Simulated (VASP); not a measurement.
Input:

```
C
1.0
    1.19311    -2.06652     0.00000
    1.19311     2.06652     0.00000
    0.00000     0.00000     5.02598
C
4
Direct
  0.00000   0.00000   0.25000
  0.00000   0.00000   0.75000
  0.33333   0.66667   0.25000
  0.66667   0.33333   0.75000
```

All values below come from LDA (Ceperley-Alder, Perdew-Zunger), VASP's LDA PAW potentials (set 64) (plane waves; VASP). Settings: 620 eV cut-off, 11×11×5 Γ-centred mesh, Gaussian smearing of 0.050 eV, potentials C.

Q: Estimate the energy per atom (σ→0), pressure.

A: 
The energy per atom (σ→0) is -9903 meV/atom and the pressure comes out as 44.81 GPa.

The absolute energy has meaning only against runs of the same code, potentials and settings.

The compound is C in the graphite structure. It was relaxed first under an external pressure of 45 GPa.
